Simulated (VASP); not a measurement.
Calculation: PBEsol GGA, VASP's PBE PAW potentials (set 64) (plane waves; VASP).

Input for VASP

**POSCAR**
```
ZnSe
1
    0.0000000000     2.9299554012     2.8172648088
    2.8172648088     0.0000000000     2.8172648088
    2.8172648088     2.9299554012     0.0000000000
Zn Se
1 1
Direct
  0.0000000000   0.0000000000   0.0000000000
  0.2500000000   0.2500000000   0.2500000000
```

### KPOINTS
```
Automatic mesh
0
Gamma
8 8 8
0 0 0
```

INCAR:
```
ALGO = Normal
EDIFF = 1E-7
EDIFFG = -0.01
ENCUT = 480
GGA = PS
IBRION = 2
ISIF = 2
ISMEAR = 0
LASPH = .TRUE.
LCHARG = .FALSE.
LMAXMIX = 4
LREAL = .FALSE.
LWAVE = .FALSE.
NELM = 100
NSW = 30
PREC = Accurate
SIGMA = 0.05
SYSTEM = ZnSe
```

POTCAR, in this order: Zn Se (PBE.64 set). Program: vasp_std.

Output

### OUTCAR
```
 ion  position               nearest neighbor table
   1  0.000  0.000  0.000-   2 2.47   2 2.47   2 2.47   2 2.47
   2  0.250  0.250  0.250-   1 2.47   1 2.47   1 2.47   1 2.47
  LATTYP: Found a body centered tetragonal cell.
 ALAT       =     3.9842141014
 C/A-ratio  =     1.4707821049
 Subroutine PRICEL returns:
 Original cell was already a primitive cell.
 Subroutine GETGRP returns: Found  8 space group operations
The static configuration has the point symmetry D_2d.
The dynamic configuration has the point symmetry D_2d.
 Subroutine INISYM returns: Found  8 space group operations
 Subroutine IBZKPT returns following result:
 Found     59 irreducible k-points:

 Following reciprocal coordinates:
            Coordinates               Weight
  0.000000  0.000000  0.000000      1.000000
  0.125000  0.000000  0.000000      8.000000
  0.250000  0.000000  0.000000      8.000000
  0.375000  0.000000  0.000000      8.000000
  0.500000  0.000000  0.000000      4.000000
  0.125000  0.125000  0.000000      4.000000
  0.250000  0.125000  0.000000     16.000000
  0.375000  0.125000  0.000000     16.000000
  0.500000  0.125000  0.000000     16.000000
 -0.375000  0.125000  0.000000     16.000000
 -0.250000  0.125000  0.000000     16.000000
 -0.125000  0.125000  0.000000      8.000000
  0.250000  0.250000  0.000000      4.000000
  0.375000  0.250000  0.000000     16.000000
  0.500000  0.250000  0.000000     16.000000
 -0.375000  0.250000  0.000000     16.000000
 -0.250000  0.250000  0.000000      8.000000
  0.375000  0.375000  0.000000      4.000000
  0.500000  0.375000  0.000000     16.000000
 -0.375000  0.375000  0.000000      8.000000
  0.500000  0.500000  0.000000      2.000000
  0.125000  0.000000  0.125000      2.000000
  0.250000  0.000000  0.125000      8.000000
  0.375000  0.000000  0.125000      8.000000
  0.500000  0.000000  0.125000      8.000000
 -0.375000  0.000000  0.125000      8.000000
 -0.250000  0.000000  0.125000      8.000000
 -0.125000  0.000000  0.125000      4.000000
  0.375000  0.250000  0.125000      8.000000
  0.500000  0.250000  0.125000     16.000000
 -0.375000  0.250000  0.125000      8.000000
  0.250000  0.375000  0.125000      8.000000
  0.500000  0.375000  0.125000      8.000000
 -0.375000  0.375000  0.125000     16.000000
 -0.250000  0.375000  0.125000      8.000000
  0.250000  0.500000  0.125000     16.000000
  0.375000  0.500000  0.125000      8.000000
 -0.375000  0.500000  0.125000      4.000000
  0.250000 -0.375000  0.125000     16.000000
  0.375000 -0.375000  0.125000     16.000000
   k-points           NKPTS =     59   k-points in BZ     NKDIM =     59   number of bands    NBANDS=     13
   number of dos      NEDOS =    301   number of ions     NIONS =      2
   total plane-waves  NPLWV =  25200
   dimension x,y,z NGX =    30 NGY =   28 NGZ =   30
   dimension x,y,z NGXF=    60 NGYF=   56 NGZF=   60
   ions per type =               1   1
   PREC   = accura    normal or accurate (medium, high low for compatibility)
   ISTART =      0    job   : 0-new  1-cont  2-samecut
   ICHARG =      2    charge: 1-file 2-atom 10-const
   ISPIN  =      1    spin polarized calculation?
   LNONCOLLINEAR =      F non collinear calculations
   LSORBIT =      F    spin-orbit coupling
   INIWAV =      1    electr: 0-lowe 1-rand  2-diag
   ENCUT  =  480.0 eV  35.28 Ry    5.94 a.u.   7.26  7.12  7.26*2*pi/ulx,y,z
   NELM   =    100;   NELMIN=  2; NELMDL= -5     # of ELM steps
   EDIFF  = 0.1E-06   stopping-criterion for ELM
   LREAL  =      F    real-space projection
   NLSPLINE    = F    spline interpolate recip. space projectors
...
```

File OSZICAR:
```
       N       E                     dE             d eps       ncg     rms          rms(c)
DAV:   1     0.844530582061E+02    0.84453E+02   -0.86306E+03  1534   0.148E+03
DAV:   2    -0.139836606169E+01   -0.85851E+02   -0.81544E+02  1682   0.265E+02
DAV:   3    -0.700698662171E+01   -0.56086E+01   -0.55787E+01  1859   0.687E+01
DAV:   4    -0.706072064782E+01   -0.53734E-01   -0.53722E-01  1724   0.732E+00
DAV:   5    -0.706101279751E+01   -0.29215E-03   -0.29214E-03  1814   0.513E-01    0.466E+00
DAV:   6    -0.677519632464E+01    0.28582E+00   -0.81673E-01  2076   0.328E+01    0.360E+00
DAV:   7    -0.675849818022E+01    0.16698E-01   -0.20317E-01  1639   0.474E+00    0.155E+00
DAV:   8    -0.675633889163E+01    0.21593E-02   -0.38089E-03  1884   0.682E-01    0.447E-01
DAV:   9    -0.675612550483E+01    0.21339E-03   -0.80643E-04  1767   0.385E-01    0.666E-02
DAV:  10    -0.675617196523E+01   -0.46460E-04   -0.17352E-04  1778   0.177E-01    0.183E-02
DAV:  11    -0.675617447908E+01   -0.25138E-05   -0.23172E-05  1837   0.756E-02    0.404E-03
DAV:  12    -0.675617482730E+01   -0.34823E-06   -0.56803E-06  1814   0.171E-02    0.238E-03
DAV:  13    -0.675617482913E+01   -0.18306E-08   -0.47108E-07  1669   0.855E-03
   1 F= -.67561748E+01 E0= -.67561748E+01  d E =-.675617E+01
```

File OUTCAR:
```
------------------------ aborting loop because EDIFF is reached ----------------------------------------
  FORCE on cell =-STRESS in cart. coord.  units (eV):
  Direction    XX          YY          ZZ          XY          YZ          ZX
  --------------------------------------------------------------------------------------
  Total       -0.4874543     -0.9338553     -0.4874543      0.0000000      0.0000000      0.0000000
  in kB      -16.7918329    -32.1694645    -16.7918329      0.0000000      0.0000000      0.0000000
  external PRESSURE =     -21.9177101 kB  Pullay stress =       0.0000000 kB
  volume of cell :       46.51
      direct lattice vectors                 reciprocal lattice vectors
     0.000000000  2.929955401  2.817264809    -0.177477104  0.170651062  0.177477104
     2.817264809  0.000000000  2.817264809     0.177477104 -0.170651062  0.177477104
     2.817264809  2.929955401  0.000000000     0.177477104  0.170651062 -0.177477104
  FREE ENERGIE OF THE ION-ELECTRON SYSTEM (eV)
  ---------------------------------------------------
  free  energy   TOTEN  =        -6.7561748291 eV

  energy  without entropy=       -6.7561748291  energy(sigma->0) =       -6.75617483

 reached required accuracy - stopping structural energy minimisation
```
(Selected blocks of OUTCAR.)

The compound is ZnSe in the zinc blende structure. This cell was strained or had an atom moved on purpose.
